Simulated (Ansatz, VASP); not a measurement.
**Cross-check of Cs12K9Na10Cl31 between VASP and Ansatz**

Aim: how closely do two programs agree when they are given the same cell, functional and k mesh? The structure shown is frame 39 of Ansatz's trajectory.

Program: Ansatz 0.2.0. Level of theory: plane waves, with VASP 6.6.1 beside it; single point at RPBE. Results are calculated unless marked as measured.

## (1) Starting point

The cell holds 62 atoms: 12 Cs, 10 Na, 9 K and 31 Cl. Its edges and angles: a = 13.699 Å, b = 13.699 Å, c = 13.699 Å, α = 90.0°, β = 90.0°, γ = 90.0°.

## (2) Ansatz: dynamics, RPBE

Ansatz runs on its default PAW (the set named soft_2) files.

One frame of this run of dynamics is then solved in both programs, so the motion causes no difference.

File input.yaml:

```yaml
crystal:
  lattice:
    - [13.6986, 0.0, 0.0]
    - [0.0, 13.6986, 0.0]
    - [0.0, 0.0, 13.6986]
  atoms:
    - { symbol: Cs, position: [0.79732, 0.49821, 0.73129] }
    - { symbol: Cs, position: [0.33581, 0.70212, 0.83986] }
    - { symbol: Cs, position: [0.93899, 0.22841, 0.46003] }
    - { symbol: Cs, position: [0.88523, 0.82089, 0.85108] }
    - { symbol: Cs, position: [0.48211, 0.62939, 0.484] }
    - { symbol: Cs, position: [0.10281, 0.49403, 0.29636] }
    - { symbol: Cs, position: [0.51941, 0.12503, 0.06891] }
    - { symbol: Cs, position: [0.00052, 0.91104, 0.23626] }
    - { symbol: Cs, position: [0.23275, 0.91769, 0.57886] }
    - { symbol: Cs, position: [0.7228, 0.25874, 0.8509] }
    - { symbol: Cs, position: [0.51488, 0.08734, 0.75649] }
    - { symbol: Cs, position: [0.56765, 0.80253, 0.08456] }
    - { symbol: Na, position: [0.23213, 0.27303, 0.12918] }
    - { symbol: Na, position: [0.87777, 0.04356, 0.02141] }
    - { symbol: Na, position: [0.51123, 0.3922, 0.22053] }
    - { symbol: Na, position: [0.55826, 0.94755, 0.49086] }
    - { symbol: Na, position: [0.90659, 0.67468, 0.43983] }
    - { symbol: Na, position: [0.75624, 0.46196, 0.28862] }
    - { symbol: Na, position: [0.60881, 0.2368, 0.50733] }
    - { symbol: Na, position: [0.84238, 0.67496, 0.10344] }
    - { symbol: Na, position: [0.31715, 0.67449, 0.18612] }
    - { symbol: Na, position: [0.07269, 0.22791, 0.86744] }
    - { symbol: K, position: [0.11735, 0.58507, 0.66965] }
    - { symbol: K, position: [0.33754, 0.35156, 0.49534] }
    - { symbol: K, position: [0.93061, 0.28179, 0.17484] }
    - { symbol: K, position: [0.65088, 0.81249, 0.74171] }
    - { symbol: K, position: [0.24498, 0.08987, 0.35712] }
    - { symbol: K, position: [0.93277, 0.05004, 0.67532] }
    - { symbol: K, position: [0.12377, 0.54221, 0.03651] }
    - { symbol: K, position: [0.46279, 0.42348, 0.84382] }
    - { symbol: K, position: [0.1803, 0.91939, 0.94119] }
    - { symbol: Cl, position: [0.35637, 0.50813, 0.0082] }
    - { symbol: Cl, position: [0.39004, 0.89801, 0.98856] }
    - { symbol: Cl, position: [0.43976, 0.81373, 0.27504] }
    - { symbol: Cl, position: [0.8139, 0.12018, 0.27271] }
    - { symbol: Cl, position: [0.42624, 0.2197, 0.24821] }
    - { symbol: Cl, position: [0.74434, 0.65023, 0.29086] }
    - { symbol: Cl, position: [0.35683, 0.54401, 0.67117] }
    - { symbol: Cl, position: [0.16227, 0.28602, 0.32572] }
    - { symbol: Cl, position: [0.46284, 0.83396, 0.64544] }
    - { symbol: Cl, position: [0.96857, 0.4811, 0.51407] }
    - { symbol: Cl, position: [0.02138, 0.03168, 0.8635] }
    - { symbol: Cl, position: [0.14333, 0.81524, 0.76307] }
    - { symbol: Cl, position: [0.15922, 0.75625, 0.09197] }
    - { symbol: Cl, position: [0.33976, 0.52783, 0.32022] }
    - { symbol: Cl, position: [0.09041, 0.34759, 0.00832] }
    - { symbol: Cl, position: [0.9031, 0.27278, 0.7317] }
    - { symbol: Cl, position: [0.0891, 0.76638, 0.39277] }
    - { symbol: Cl, position: [0.80228, 0.81291, 0.58197] }
    - { symbol: Cl, position: [0.42616, 0.09872, 0.48871] }
    - { symbol: Cl, position: [0.69075, 0.32343, 0.11446] }
    - { symbol: Cl, position: [0.1008, 0.08227, 0.12155] }
    - { symbol: Cl, position: [0.70679, 0.02575, 0.89255] }
    - { symbol: Cl, position: [0.90931, 0.50528, 0.15054] }
    - { symbol: Cl, position: [0.69657, 0.03348, 0.60784] }
    - { symbol: Cl, position: [0.5818, 0.32516, 0.68557] }
    - { symbol: Cl, position: [0.12643, 0.10122, 0.55337] }
    - { symbol: Cl, position: [0.98051, 0.61064, 0.84553] }
    - { symbol: Cl, position: [0.36457, 0.25668, 0.93554] }
    - { symbol: Cl, position: [0.82178, 0.8619, 0.07816] }
    - { symbol: Cl, position: [0.62451, 0.39275, 0.40597] }
    - { symbol: Cl, position: [0.69405, 0.61895, 0.90753] }
kpoints:
  mp_grid: { grid: [1, 1, 1] }
hamiltonian:
  xc: rpbe
scf:
  occupations: { method: fixed }
output:
  forces: true
md:
  timestep: 2.0
  n_steps: 116
  ensemble: nve
  temperature: 300
  initial_velocities: maxwell_boltzmann
  seed: 689
```

Launch:

```console
$ ansatz run input.yaml --threads 4 --pin off --max-ram 8192MiB --backend cpu --events-out ev --progress --plain --runs-dir out
```

Numbers of over 12 decimals in the logs are rounded to 6 here.

Log:

```text
Warning: md: disabling space-group detection — thermal motion breaks the input geometry's symmetry, so no spatial operation reduces the k-mesh or symmetrises the density; time reversal is kept, so that k and −k are solved as one point where they differ and the mesh holds both, and exact exchange and, on two spinor components, a DFT+U term hold to it where the run has them: on two components no moment then forms, and  [...]
Engine: ansatz 0.2.0, x86_64-unknown-linux-gnu
Pseudopotentials: kind: paw
Pseudopotential: Cs, paw, valence charge 9, recommended cutoff 420 eV (normal), Cs.paw.azcp
Pseudopotential: Na, paw, valence charge 9, recommended cutoff 420 eV (normal), Na.paw.azcp
Pseudopotential: K, paw, valence charge 9, recommended cutoff 420 eV (normal), K.paw.azcp
Pseudopotential: Cl, paw, valence charge 7, recommended cutoff 420 eV (normal), Cl.paw.azcp
Functional definition: RPBE
  parameter kappa = 0.804
  parameter beta = 0.066725
  exchange = rpbe_x(kappa = kappa, mu = beta*pi^2/3)
  correlation = pbe_c(beta = beta)
Crystal: 62 atoms, lattice volume = 2570.565 Å³
Basis set: ecut = 420 eV, 50181 PW (Γ), exchange–correlation on 192×192×192 points (8 copies of the dense FFT grid, shifted against one another)
Bands: 310, of which v1, the nominal top of the filled ones, is band 248 counted from 1 (247 counted from 0)
Symmetry: 1 space group operations
k-points: 1
Non-local potential: Cs, projectors of the file, l = 0: 3, l = 1: 2, l = 2: 2, l = 3: 2
Non-local potential: Na, projectors of the file, l = 0: 3, l = 1: 2, l = 2: 1
Non-local potential: K, projectors of the file, l = 0: 3, l = 1: 2, l = 2: 2
Non-local potential: Cl, projectors of the file, l = 0: 2, l = 1: 2, l = 2: 2
PAW form: soft (Blöchl's): semilocal exchange-correlation on the pseudo side does not see the compensation charge
PAW frozen core: Cs, regenerated for the run's functional, and the local potential with it (the file was generated under x = pbe(κ = 0.804, μ = 0.219515), c = pbe(β = 0.066725))
PAW frozen core: Na, regenerated for the run's functional, and the local potential with it (the file was generated under x = pbe(κ = 0.804, μ = 0.219515), c = pbe(β = 0.066725))
PAW frozen core: K, regenerated for the run's functional, and the local potential with it (the file was generated under x = pbe(κ = 0.804, μ = 0.219515), c = pbe(β = 0.066725))
PAW frozen core: Cl, regenerated for the run's functional, and the local potential with it (the file was generated under x = pbe(κ = 0.804, μ = 0.219515), c = pbe(β = 0.066725))
PAW one-centre angular grid: Cs, 194 points (default); XC on 64 Gauss nodes
PAW one-centre angular grid: Na, 110 points (default); XC on 64 Gauss nodes
PAW one-centre angular grid: K, 110 points (default); XC on 64 Gauss nodes
PAW one-centre angular grid: Cl, 110 points (default); XC on 64 Gauss nodes
Initial density: superposition of atomic densities (neutral atoms: chi_scale 0, normalization atom), corrected by the library's trained network
Initial wavefunctions: pseudopotential atomic-orbital guess
Functional: x = rpbe, c = pbe(β = 0.066725)
SCF iter   1: F=—  HF=-130622.353869 eV  |F-HF|=—  |Δ(HF+E_count)|=         —  Δρ=2.18e-3  dr2=1.82e-1  ethr=1.77e-3  ⟨swp⟩=7.0  Hψ=1049  notcnv=0  defer=59
preconditioner: auto → Resta (q_TF=auto, 2.074 Å⁻¹)  ε∞=2.4  [insulator: Δε(μ)=3.490 eV  Ē_g=11.970 eV  n_scr=388 (ndim 8)  ℏωp=14.2 eV  f_vac=0.234  ε∞_Penn≈2.4]
SCF iter   2: F=—  HF=-130622.319729 eV  |F-HF|=—  |Δ(HF+E_count)|=   3.41e-2  Δρ=1.08e-3  dr2=3.55e-2  ethr=3.67e-5  ⟨swp⟩=3.0  Hψ=513  notcnv=0  defer=60
SCF iter   3: F=—  HF=-130622.315854 eV  |F-HF|=—  |Δ(HF+E_count)|=   3.87e-3  Δρ=2.79e-4  dr2=3.51e-3  ethr=7.15e-6  ⟨swp⟩=3.0  Hψ=447  notcnv=0  defer=60
SCF iter   4: F=—  HF=-130622.315663 eV  |F-HF|=—  |Δ(HF+E_count)|=   1.91e-4  Δρ=6.88e-5  dr2=1.38e-4  ethr=7.08e-7  ⟨swp⟩=3.0  Hψ=468  notcnv=0  defer=60
SCF iter   5: F=—  HF=-130622.315716 eV  |F-HF|=—  |Δ(HF+E_count)|=   5.32e-5  Δρ=2.33e-5  dr2=1.77e-5  ethr=2.77e-8  ⟨swp⟩=2.0  Hψ=499  notcnv=0  defer=60
SCF iter   6: F=—  HF=-130622.315911 eV  |F-HF|=—  |Δ(HF+E_count)|=   1.95e-4  Δρ=5.02e-6  dr2=6.24e-7  ethr=3.57e-9  ⟨swp⟩=2.0  Hψ=559  notcnv=0  defer=60
SCF iter   7: F=—  HF=-130622.315912 eV  |F-HF|=—  |Δ(HF+E_count)|=   9.68e-7  Δρ=1.48e-6  dr2=6.73e-8  ethr=1.25e-11  ⟨swp⟩=4.0  Hψ=1051  notcnv=0
[...]
md step    94: t =   188.00 fs  T =   636.0 K  F+E_penalty+E_count = -130624.96676909 eV  E_kin = 5.015087 eV  conserved = -130619.95168228 eV  (3 SCF iters)
md step    95: t =   190.00 fs  T =   644.5 K  F+E_penalty+E_count = -130625.03318760 eV  E_kin = 5.081452 eV  conserved = -130619.95173609 eV  (3 SCF iters)
md step    96: t =   192.00 fs  T =   652.0 K  F+E_penalty+E_count = -130625.09272218 eV  E_kin = 5.140949 eV  conserved = -130619.95177270 eV  (2 SCF iters)
md step    97: t =   194.00 fs  T =   658.6 K  F+E_penalty+E_count = -130625.14479800 eV  E_kin = 5.193009 eV  conserved = -130619.95178941 eV  (3 SCF iters)
md step    98: t =   196.00 fs  T =   664.2 K  F+E_penalty+E_count = -130625.18915838 eV  E_kin = 5.237373 eV  conserved = -130619.95178568 eV  (2 SCF iters)
md step    99: t =   198.00 fs  T =   668.9 K  F+E_penalty+E_count = -130625.22589957 eV  E_kin = 5.274141 eV  conserved = -130619.95175868 eV  (3 SCF iters)
md step   100: t =   200.00 fs  T =   672.7 K  F+E_penalty+E_count = -130625.25548703 eV  E_kin = 5.303779 eV  conserved = -130619.95170810 eV  (6 SCF iters)
md step   101: t =   202.00 fs  T =   675.6 K  F+E_penalty+E_count = -130625.27874171 eV  E_kin = 5.327104 eV  conserved = -130619.95163729 eV  (3 SCF iters)
md step   102: t =   204.00 fs  T =   677.9 K  F+E_penalty+E_count = -130625.29678445 eV  E_kin = 5.345232 eV  conserved = -130619.95155273 eV  (3 SCF iters)
md step   103: t =   206.00 fs  T =   679.7 K  F+E_penalty+E_count = -130625.31093480 eV  E_kin = 5.359470 eV  conserved = -130619.95146446 eV  (2 SCF iters)
md step   104: t =   208.00 fs  T =   681.2 K  F+E_penalty+E_count = -130625.32257183 eV  E_kin = 5.371190 eV  conserved = -130619.95138193 eV  (3 SCF iters)
md step   105: t =   210.00 fs  T =   682.5 K  F+E_penalty+E_count = -130625.33297705 eV  E_kin = 5.381661 eV  conserved = -130619.95131652 eV  (2 SCF iters)
md step   106: t =   212.00 fs  T =   683.8 K  F+E_penalty+E_count = -130625.34318756 eV  E_kin = 5.391914 eV  conserved = -130619.95127373 eV  (3 SCF iters)
md step   107: t =   214.00 fs  T =   685.2 K  F+E_penalty+E_count = -130625.35388967 eV  E_kin = 5.402635 eV  conserved = -130619.95125498 eV  (2 SCF iters)
md step   108: t =   216.00 fs  T =   686.6 K  F+E_penalty+E_count = -130625.36537862 eV  E_kin = 5.414119 eV  conserved = -130619.95125917 eV  (3 SCF iters)
md step   109: t =   218.00 fs  T =   688.2 K  F+E_penalty+E_count = -130625.37759201 eV  E_kin = 5.426312 eV  conserved = -130619.95127972 eV  (2 SCF iters)
md step   110: t =   220.00 fs  T =   689.8 K  F+E_penalty+E_count = -130625.39020619 eV  E_kin = 5.438898 eV  conserved = -130619.95130866 eV  (6 SCF iters)
md step   111: t =   222.00 fs  T =   691.4 K  F+E_penalty+E_count = -130625.40276772 eV  E_kin = 5.451433 eV  conserved = -130619.95133513 eV  (3 SCF iters)
md step   112: t =   224.00 fs  T =   692.9 K  F+E_penalty+E_count = -130625.41482786 eV  E_kin = 5.463476 eV  conserved = -130619.95135195 eV  (3 SCF iters)
md step   113: t =   226.00 fs  T =   694.3 K  F+E_penalty+E_count = -130625.42604962 eV  E_kin = 5.474693 eV  conserved = -130619.95135699 eV  (3 SCF iters)
md step   114: t =   228.00 fs  T =   695.6 K  F+E_penalty+E_count = -130625.43626657 eV  E_kin = 5.484917 eV  conserved = -130619.95134932 eV  (2 SCF iters)
md step   115: t =   230.00 fs  T =   696.8 K  F+E_penalty+E_count = -130625.44548788 eV  E_kin = 5.494156 eV  conserved = -130619.95133172 eV  (3 SCF iters)
[...]
md step   116: t =   232.00 fs  T =   697.9 K  F+E_penalty+E_count = -130625.45385769 eV  E_kin = 5.502548 eV  conserved = -130619.95130944 eV  (6 SCF iters)
SCF converged after 6 iterations
Free energy (F): -130625.453858 eV
Harris-Foulkes:  -130625.453858 eV  (|F-HF|=2.02e-8)
Internal energy: -130625.453858 eV  (E = F + TS)
E sigma→0 (E₀):  -130625.453858 eV
Fermi energy:    0.376436 eV
--- Per-component energies (eV) ---
  E_band       = -5216.093488
  E_kinetic    = 10219.837796
  E_local      = -36344.289638  (includes V_loc(G=0)·N_el)
  E_nonlocal   = 2469.983494
  E_hartree    = 13270.853019
  E_xc         = -7078.335491
  E_vxc        = -7327.750850  (∫ρ·V_xc dr)
  E_paw        = -91170.637986  (= ΣΔE_a)
  E_vpaw       = -775.580934  (= ΣTr[D̂ρ^β])
  E_aug_tail   = 0.002280  (compensation charges beyond the density's cutoff)
  E_ewald      = -21990.241293
  E_core_change = -2.626039  (= ΣΔE_core)
  E_smearing   = -0.000000  (= −TS)
  E_closure    = 0.000000  (closes the sum)
  Σ components = -130625.453858   (vs F -130625.453858, Δ=0.00e0)
--- Forces (eV/Å), atoms counted from 1 ---
  atom   1  Cs    -0.15327747     0.21606403     0.20330877
  atom   2  Cs     0.39394290    -0.17936691    -0.09745726
  atom   3  Cs     0.07716496    -0.85319552    -0.26026667
  atom   4  Cs     0.11604374    -0.15487997    -0.15706509
  atom   5  Cs     0.28832370     0.01429265     0.13784538
  atom   6  Cs    -0.31837011    -0.00186273     0.04419534
  atom   7  Cs    -0.02396478     0.20824942     0.23418417
  atom   8  Cs    -0.11188106     0.27085468     0.12821100
  atom   9  Cs    -0.26861162     0.22614045     0.04587781
  atom  10  Cs     0.24609154    -0.05646926     0.28926157
  atom  11  Cs    -0.31777178    -0.03151934     0.14284645
  atom  12  Cs    -0.28498448    -0.14823036    -0.09022221
  atom  13  Na    -0.43862021     0.21717144     0.11034839
  atom  14  Na     0.04321601     0.79484706    -0.00565389
  atom  15  Na    -0.13757522     0.24620835     0.37713753
  atom  16  Na     0.00396480    -0.17496282    -0.17927370
  atom  17  Na     0.43732063    -0.48396928    -0.92605894
  atom  18  Na    -0.56585658    -0.14406723     0.41937998
  atom  19  Na     0.03069428     0.15340757    -0.62611688
  atom  20  Na    -0.04498423     0.20770571    -0.16591945
  atom  21  Na     0.12799281    -0.01518103    -0.14511616
  atom  22  Na     0.57500748    -0.10759195     0.56724873
  atom  23  K     -0.29863248    -0.17616975     0.32549978
  atom  24  K     -0.15349911     0.13447630     0.03850567
[...]
atom  55  Cl    -0.38765240    -0.25210803     0.39815265
  atom  56  Cl    -0.01998681    -0.03980548    -0.05440402
  atom  57  Cl     0.18708847     0.05692111    -0.24707402
  atom  58  Cl    -0.30422607    -0.02753861    -0.24267421
  atom  59  Cl     0.20848361    -0.15354723    -0.28364462
  atom  60  Cl    -0.04542583    -0.38445447    -0.10506894
  atom  61  Cl    -0.07117065    -0.05373120     0.28127571
  atom  62  Cl     0.23278113     0.14955229     0.03667312
  max |Σ_I F_I| component: 5.61e-5 eV/Å
--- MD trajectory: 116 steps, t = 0.0 → 232.0 fs ---
  final state: T = 697.9 K   F+E_penalty+E_count = -130625.45385769 eV   E_kin = 5.502548 eV
  conserved energy: peak-to-peak 1.335e-3 eV (2.154e-5 eV/atom) over 232.0 fs
```

(Part 1 of 2 ends here.)

[Lines on the potential files, build, host, timing and source positions are cut from VASP's logs without a mark.]

[Logs are printed without paths, hosts, clocks, repeated set-up lines and the standing remarks that a program may print on its own settings, such as how far it seeks lower states.]

[Hosts, paths, dates, database ids (printed as entryN), source tags and the programs' standing remarks are cut or masked in the printed files.]
